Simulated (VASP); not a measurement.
# A VASP study of BeAu (LDA): structure first, properties next

Aim: relax BeAu, then compute properties on the relaxed cell. The steps: full relaxation (LDA), second relaxation, density, ELF and potential (LDA), bands along the symmetry lines (LDA), density of states (LDA), zone-centre phonons (LDA) and electric field gradients (LDA). The start is a cell from a database of measured crystal structures.

Calculated with VASP 6.6.1; LDA; plane waves and PAW (Be, Au).

Most raw output is cut from this account.

The database entry behind the starting cell is an old determination (1947), so it need not match the best structure at ambient conditions.

### 1. The starting structure

Before any relaxation, the start is as follows. It takes space group P2_13 (No. 198, cubic). The conventional cell has a = 4.668 Å, b = 4.668 Å, c = 4.668 Å, α = 90.00°, β = 90.00°, γ = 90.00°. Nearest to Be lie 7 Au at 2.47 to 2.53 Å. Nearest to Au lie 7 Be at 2.47 to 2.53 Å. Farther neighbours are not listed.

Structure file:

```cif
data_structure
_symmetry_space_group_name_H-M 'P 1'
_symmetry_Int_Tables_number 1
_cell_length_a 4.6680
_cell_length_b 4.6680
_cell_length_c 4.6680
_cell_angle_alpha 90.000
_cell_angle_beta 90.000
_cell_angle_gamma 90.000
_cell_volume 101.72
loop_
_atom_site_label
_atom_site_type_symbol
_atom_site_fract_x
_atom_site_fract_y
_atom_site_fract_z
_atom_site_occupancy
Be1 Be 0.84400 0.84400 0.84400 1
Be2 Be 0.65600 0.15600 0.34400 1
Be3 Be 0.34400 0.65600 0.15600 1
Be4 Be 0.15600 0.34400 0.65600 1
Au5 Au 0.15000 0.15000 0.15000 1
Au6 Au 0.35000 0.85000 0.65000 1
Au7 Au 0.65000 0.35000 0.85000 1
Au8 Au 0.85000 0.65000 0.35000 1
```

### 2. Full relaxation (LDA)

The start need not lie at this functional's minimum. ISIF = 3 frees volume, shape and positions, and EDIFFG sets the threshold on forces and stress at which the search stops. LDA, the lowest rung, knows the local density alone.

File INCAR:

```
SYSTEM = BeAu
PREC = Accurate
ENCUT = 400
EDIFF = 1E-06
NELM = 100
ISMEAR = 1
SIGMA = 0.2
LREAL = .FALSE.
ALGO = Normal
GGA = CA
NBANDS = 34
LASPH = .TRUE.
LORBIT = 11
LWAVE = .FALSE.
LCHARG = .FALSE.
KPAR = 4
IBRION = 2
NSW = 60
ISIF = 3
EDIFFG = -0.01
```

File POSCAR:

```
BeAu
1.0
    4.6680000000      0.0000000000      0.0000000000
    0.0000000000      4.6680000000      0.0000000000
    0.0000000000      0.0000000000      4.6680000000
Be Au
4 4
Direct
    0.8440000000      0.8440000000      0.8440000000
    0.6560000000      0.1560000000      0.3440000000
    0.3440000000      0.6560000000      0.1560000000
    0.1560000000      0.3440000000      0.6560000000
    0.1500000000      0.1500000000      0.1500000000
    0.3500000000      0.8500000000      0.6500000000
    0.6500000000      0.3500000000      0.8500000000
    0.8500000000      0.6500000000      0.3500000000
```

File KPOINTS:

```
Automatic mesh
0
Gamma
5 5 5
0 0 0
```

PAW data sets: Be and Au (LDA family, release 64).

Launch:

```sh
> mpirun -np 4 vasp_std
```

Elapsed: 27 s, on 4 MPI ranks of AMD EPYC 9R45, shared host; peak memory 0.57 GiB; 1.7 min of CPU time.

The k-mesh is coarse for a metal. The run keeps the 12 symmetry operations of its start, so it cannot find a distortion of lower symmetry.

Relaxation path:

| step | energy less that of the first step (eV) | largest force (eV/Å) | pressure (GPa) | volume (Å³) |
| --- | --- | --- | --- | --- |
| 1 | 0.0000 | 0.0473 | -4.47 | 101.72 |
| 2 | -0.0026 | 0.1175 | 4.83 | 96.59 |
| 3 | -0.0384 | 0.0817 | 0.02 | 99.05 |
| 4 | -0.0384 | 0.0826 | 0.11 | 99.00 |
| 5 | -0.0399 | 0.0709 | 0.11 | 98.98 |
| 6 | -0.0428 | 0.0340 | 0.12 | 98.91 |
| 7 | -0.0399 | 0.0765 | 0.22 | 98.77 |
| 8 | -0.0431 | 0.0188 | 0.14 | 98.87 |
| 9 | -0.0431 | 0.0111 | -0.33 | 99.13 |
| 10 | -0.0432 | 0.0150 | -0.12 | 99.00 |
| 11 | -0.0434 | 0.0037 | -0.07 | 98.98 |

| conventional cell, symmetrised | before | after | change |
| --- | --- | --- | --- |
| a (Å) | 4.668 | 4.626 | -0.9 % |
| b (Å) | 4.668 | 4.626 | -0.9 % |
| c (Å) | 4.668 | 4.626 | -0.9 % |
| volume (Å³/atom) | 12.71 | 12.37 | -2.7 % |

The atoms that moved most (Å, as changes of fractional coordinates times the final cell):

| atom | dx | dy | dz | length |
| --- | --- | --- | --- | --- |
| Au5 | 0.014 | 0.014 | 0.014 | 0.024 |
| Au8 | -0.014 | 0.014 | -0.014 | 0.024 |
| Au6 | -0.014 | -0.014 | 0.014 | 0.024 |
| Au7 | 0.014 | -0.014 | -0.014 | 0.024 |
| Be4 | -0.007 | 0.007 | -0.007 | 0.012 |
| Be3 | 0.007 | -0.007 | -0.007 | 0.012 |
| Be2 | -0.007 | -0.007 | 0.007 | 0.012 |
| Be1 | 0.007 | 0.007 | 0.007 | 0.012 |

Final coordinates:

```xyz
8
Lattice="4.6257 0.0000 0.0000 0.0000 4.6257 0.0000 0.0000 0.0000 4.6257" Properties=species:S:1:pos:R:3 pbc="T T T"
Be    3.9108    3.9108    3.9108
Be    3.0278    0.7150    1.5979
Be    1.5979    3.0278    0.7150
Be    0.7150    1.5979    3.0278
Au    0.7076    0.7076    0.7076
Au    1.6053    3.9181    3.0205
Au    3.0205    1.6053    3.9181
Au    3.9181    3.0205    1.6053
```

Numbers from this step:

```yaml
electrons: 52
bands: 34
irreducible_k_points: 11
symmetry_operations: 12
free_energy_toten: -36.22 eV
energy_at_zero_smearing: -36.22 eV
fermi_energy: 9.215 eV
pressure: -0.07117 GPa
metallic: yes
scf_cycles_over_all_ionic_steps: 73
```

It ends with a largest force of 0.004 eV/Å and a pressure of -0.07 GPa. The volume lies -2.7 % from that of the database's start, which holds the thermal and zero-point expansion of its experiment.

### 3. Second relaxation

A relaxation keeps the plane waves of the cell it began with, so it is repeated from the new cell, on a basis made for it.

INCAR is that of step 2.

File POSCAR:

```
BeAu
1.0
    4.6257473036      0.0000000000      0.0000000000
    0.0000000000      4.6257473036      0.0000000000
    0.0000000000      0.0000000000      4.6257473036
Be Au
4 4
Direct
    0.8454358348      0.8454358348      0.8454358348
    0.6545641652      0.1545641652      0.3454358348
    0.3454358348      0.6545641652      0.1545641652
    0.1545641652      0.3454358348      0.6545641652
    0.1529723067      0.1529723067      0.1529723067
    0.3470276933      0.8470276933      0.6529723067
    0.6529723067      0.3470276933      0.8470276933
    0.8470276933      0.6529723067      0.3470276933
```

KPOINTS is that of step 2.

Launch:

```sh
> mpirun -np 4 vasp_std
```

It took 4.6 s on 4 MPI ranks; peak memory 0.55 GiB.

Little changed from the start: no atom moved by 0.005 Å and no cell edge by 0.1 %.

This step gave:

```yaml
pressure: -0.09453 GPa
scf_cycles_over_all_ionic_steps: 12
```

It ends with a largest force of 0.004 eV/Å and a pressure of -0.09 GPa. The volume moved by under 0.01 %: the run met its threshold at the first step.

### 4. Density, ELF and potential (LDA)

The relaxed cell gets a fresh self-consistent run, on a basis set for its own volume, to fix the density and to check the remaining stress.

INCAR, as its differences from that of step 3:

```diff
@@ -14,7 +14,5 @@
 LWAVE = .FALSE.
-LCHARG = .FALSE.
-KPAR = 4
-IBRION = 2
-NSW = 60
-ISIF = 3
-EDIFFG = -0.01
+LCHARG = .TRUE.
+ISIF = 2
+LELF = .TRUE.
+LVHAR = .TRUE.
```

POSCAR is that of step 3.

KPOINTS is that of step 3.

Launch:

```sh
> mpirun -np 4 vasp_std
```

It took 4.8 s on 4 MPI ranks; peak memory 0.42 GiB.

This step gave:

```
SCF cycles : 12
bands      : 36
pressure   : -0.09502 GPa
```

Valence electrons inside each PAW sphere by angular momentum. Sphere charges, by row:

| atom | s (e) | p (e) | d (e) | tot (e) |
| --- | --- | --- | --- | --- |
| Be1 | 0.366 | 0.567 | 0 | 0.932 |
| Be2 | 0.366 | 0.567 | 0 | 0.932 |
| Be3 | 0.366 | 0.567 | 0 | 0.932 |
| Be4 | 0.366 | 0.567 | 0 | 0.932 |
| Au5 | 0.663 | 0.593 | 8.641 | 9.896 |
| Au6 | 0.663 | 0.593 | 8.641 | 9.896 |
| Au7 | 0.663 | 0.593 | 8.641 | 9.896 |
| Au8 | 0.663 | 0.593 | 8.641 | 9.896 |

ELF in the ac plane at fractional y = 0.153, with atoms of Be and Au within 0.2 Å of it. It is the smooth field of the valence electrons, not physical close to the nuclei.

Values, 14 rows by 14 columns, each cell a mean:
```
0.32 0.36 0.36 0.34 0.28 0.24 0.23 0.29 0.35 0.39 0.40 0.35 0.31 0.29
0.33 0.34 0.34 0.31 0.28 0.25 0.24 0.30 0.34 0.37 0.41 0.39 0.35 0.33
0.35 0.37 0.38 0.37 0.32 0.28 0.25 0.30 0.33 0.36 0.41 0.39 0.36 0.35
0.32 0.35 0.41 0.43 0.38 0.31 0.27 0.28 0.33 0.36 0.37 0.36 0.34 0.33
0.26 0.31 0.42 0.48 0.41 0.32 0.28 0.30 0.34 0.37 0.36 0.34 0.30 0.26
0.23 0.31 0.42 0.46 0.40 0.33 0.31 0.36 0.42 0.45 0.41 0.33 0.25 0.21
0.25 0.34 0.41 0.42 0.37 0.34 0.35 0.41 0.45 0.44 0.38 0.29 0.23 0.20
0.31 0.35 0.37 0.36 0.34 0.35 0.39 0.36 0.23 0.14 0.15 0.24 0.28 0.28
0.36 0.38 0.37 0.36 0.34 0.38 0.45 0.31 0.08 0.01 0.06 0.27 0.38 0.36
0.38 0.28 0.22 0.28 0.38 0.42 0.51 0.38 0.10 0.02 0.11 0.38 0.46 0.41
0.26 0.06 0.02 0.07 0.30 0.43 0.48 0.46 0.28 0.19 0.29 0.44 0.43 0.42
0.16 0.02 0.00 0.02 0.22 0.38 0.38 0.41 0.41 0.41 0.40 0.38 0.34 0.36
0.21 0.05 0.02 0.06 0.25 0.33 0.29 0.33 0.38 0.40 0.38 0.32 0.29 0.33
0.33 0.22 0.16 0.23 0.32 0.27 0.25 0.28 0.34 0.38 0.36 0.31 0.28 0.30
```
Columns run along a (4.6 Å), rows up along c (4.6 Å). Atoms in or near the plane, at fractional coordinates: Be at (0.65, 0.35), Au at (0.15, 0.15).

Valence density in the ac plane at fractional y = 0.153, with atoms of Be and Au within 0.2 Å of it. It is the smooth field of the valence electrons, not physical close to the nuclei.

Ten even steps from '0' (0.1 e/Å³) to '9' (4.3 e/Å³), each cell a mean:
```
01110000111000
00000000121100
00000000121000
00000000111000
00000000000000
00000000000000
00000000000000
00000000000000
01110000000000
23431000000000
36763100000001
48974100000001
46863100000001
24431000000000
```
Columns run along a (4.6 Å), rows up along c (4.6 Å). Atoms in or near the plane, at fractional coordinates: Be at (0.65, 0.35), Au at (0.15, 0.15).

Electrostatic potential energy in the ac plane at fractional y = 0.153, with atoms of Be and Au within 0.2 Å of it. With pseudopotentials it is smooth inside the atoms' cores, unlike the true potential.

Ten even steps from '_' (-62 eV) to '@' (2 eV), each cell a mean:
```
@@######@@@@@@@@%%##%%@@@@@@
@@@@@@@@@@@@@@%%****##%%@@@@
@@@@@@@@@@@@@@%%##**##%%@@@@
@@@@@@@@@@@@@@@@%%%%%%@@@@@@
@@@@@@@@@@@@@@@@@@@@@@@@@@@@
@@@@@@@@@@@@@@@@@@@@@@@@@@@@
@@@@@@@@@@@@@@@@%%%%%%@@@@@@
@@@@@@@@@@@@@@%%++==++%%@@@@
@@%%##%%@@@@@@##==##==##@@@@
**--::==##@@@@##==**==##@@@@
--______==%%@@%%**++##%%@@##
::______::##@@@@@@%%@@@@@@##
--______--%%@@@@@@@@@@@@@@##
++--::--**@@@@@@@@@@@@@@@@@@
```
Columns run along a (4.6 Å; values clipped at the 3rd and 97th percentile), rows up along c (4.6 Å). Atoms in or near the plane, at fractional coordinates: Be at (0.65, 0.35), Au at (0.15, 0.15).

In this run the pressure is -0.10 GPa, small enough to go on.

### 5. Bands along the symmetry lines (LDA)

The mesh alone shows little of the dispersion and can miss band extrema, so KPOINTS_OPT adds a path through the symmetry points after the self-consistent cycle.

File INCAR:

```
SYSTEM = BeAu
PREC = Accurate
ENCUT = 400
EDIFF = 1E-06
NELM = 100
ISMEAR = 1
SIGMA = 0.2
LREAL = .FALSE.
ALGO = Normal
GGA = CA
NBANDS = 46
LASPH = .TRUE.
LORBIT = 11
LWAVE = .FALSE.
LCHARG = .FALSE.
KPAR = 4
```

POSCAR is that of step 4.

KPOINTS is that of step 4.

File KPOINTS_OPT:

```
Line mode
12
Line-mode
Reciprocal
  0.00000000   0.00000000   0.00000000 GAMMA
  0.00000000   0.50000000   0.00000000 X

  0.00000000   0.50000000   0.00000000 X
  0.50000000   0.50000000   0.00000000 M

  0.50000000   0.50000000   0.00000000 M
  0.00000000   0.00000000   0.00000000 GAMMA

  0.00000000   0.00000000   0.00000000 GAMMA
  0.50000000   0.50000000   0.50000000 R

  0.50000000   0.50000000   0.50000000 R
  0.00000000   0.50000000   0.00000000 X

  0.50000000   0.50000000   0.00000000 M
  0.50000000   0.50000000   0.50000000 R
```

Launch:

```sh
> mpirun -np 4 vasp_std
```

Wall time 21 s (4 MPI ranks); peak memory 0.67 GiB.

Spin-orbit coupling is off here; with elements this heavy it splits and shifts levels by tenths of an eV or more.

Numbers from this step:

* bands: 46
* pressure: -0.09743 GPa

The electronic bands at the labelled points (eV, zero at the Fermi level; # counts the bands kept):

| point | #23 | #24 | #25 | #26 | #27 | #28 | #29 | #30 |
| --- | --- | --- | --- | --- | --- | --- | --- | --- |
| Γ | -2.33 | -2.33 | -0.34 | -0.34 | -0.34 | 4.46 | 4.46 | 4.79 |
| 0.55 of the way | -2.15 | -1.71 | -0.65 | -0.57 | 1.57 | 2.71 | 3.23 | 3.35 |
| X | -1.87 | -1.87 | -0.42 | -0.42 | 1.13 | 1.13 | 3.07 | 3.07 |
| 0.55 of the way | -2.83 | -2.83 | -0.01 | -0.01 | 1.33 | 1.33 | 3.94 | 3.94 |
| M | -3.54 | -3.54 | 0.32 | 0.32 | 1.26 | 1.26 | 3.67 | 3.67 |
| 0.55 of the way | -3.18 | -1.54 | -0.80 | -0.23 | 1.77 | 2.84 | 3.02 | 3.68 |
| Γ | -2.33 | -2.33 | -0.34 | -0.34 | -0.34 | 4.46 | 4.46 | 4.79 |
| 0.45 of the way | -3.05 | -3.04 | -0.50 | -0.29 | 0.71 | 2.94 | 3.24 | 4.03 |
| R | -3.49 | -3.49 | -1.65 | -1.65 | -1.65 | -1.65 | 6.98 | 6.98 |
| 0.45 of the way | -2.74 | -2.74 | -1.80 | -1.80 | 0.90 | 0.90 | 4.98 | 4.98 |
| X | -1.87 | -1.87 | -0.42 | -0.42 | 1.13 | 1.13 | 3.07 | 3.07 |
| jump to M | -3.54 | -3.54 | 0.32 | 0.32 | 1.26 | 1.26 | 3.67 | 3.67 |
| 0.45 of the way | -3.69 | -3.69 | -1.07 | -1.07 | 0.12 | 0.12 | 5.28 | 5.28 |
| R | -3.49 | -3.49 | -1.65 | -1.65 | -1.65 | -1.65 | 6.98 | 6.98 |

Of the projections kept (Be, Au), the largest for each band there; the rest of the weight can lie on other orbitals:

| point | #23 | #24 | #25 | #26 | #27 | #28 | #29 | #30 |
| --- | --- | --- | --- | --- | --- | --- | --- | --- |
| Γ | Au 0.87 | Au 0.87 | Au 0.76 | Au 0.76 | Au 0.76 | Be 0.50 | Be 0.50 | Au 0.51 |
| X | Au 0.64 | Au 0.64 | Au 0.76 | Au 0.76 | Au 0.80 | Au 0.80 | Au 0.64 | Au 0.64 |
| M | Au 0.96 | Au 0.96 | Au 0.66 | Au 0.66 | Au 0.63 | Au 0.63 | Au 0.73 | Au 0.73 |
| Γ | Au 0.87 | Au 0.87 | Au 0.76 | Au 0.76 | Au 0.76 | Be 0.50 | Be 0.50 | Au 0.51 |
| R | Au 0.90 | Au 0.90 | Au 0.84 | Au 0.84 | Au 0.84 | Au 0.84 | Be 0.83 | Be 0.83 |
| X | Au 0.64 | Au 0.64 | Au 0.76 | Au 0.76 | Au 0.80 | Au 0.80 | Au 0.64 | Au 0.64 |

There is no gap at this level.

### 6. Density of states (LDA)

A density of states needs more k-points than a total energy; ISMEAR = -5 takes tetrahedra, and LORBIT projects the states on the PAW spheres. The mesh is finer than in the run before.

INCAR, as its differences from that of step 5:

```diff
@@ -5,3 +5,3 @@
 NELM = 100
-ISMEAR = 1
+ISMEAR = -5
 SIGMA = 0.2
@@ -16 +16,2 @@
 KPAR = 4
+NEDOS = 2001
```

POSCAR is that of step 5.

File KPOINTS:

```
Automatic mesh
0
Gamma
7 7 7
0 0 0
```

Launch:

```sh
> mpirun -np 4 vasp_std
```

Wall time 9.8 s (4 MPI ranks); peak memory 0.67 GiB.

With tetrahedra the forces and stress of a metal are not exact derivatives of the energy.

Numbers from this step:

```yaml
irreducible_k_points: 24
free_energy_toten: -36.21 eV
fermi_energy: 9.173 eV
pressure: -0.3080 GPa
dos_at_the_fermi_level: 2.111 states/eV/cell
```

[end of part 1 of 2]

[Lines on the potential files, build, host, timing and source positions are cut from VASP's logs without a mark.]

[Logs are printed without paths, hosts, clocks, repeated set-up lines and the standing remarks that a program may print on its own settings, such as how far it seeks lower states.]

[Hosts, paths, dates, database ids (printed as entryN), source tags and the programs' standing remarks are cut or masked in the printed files.]

[A measured line is paired with the nearest computed mode of its activity, which favours agreement.]
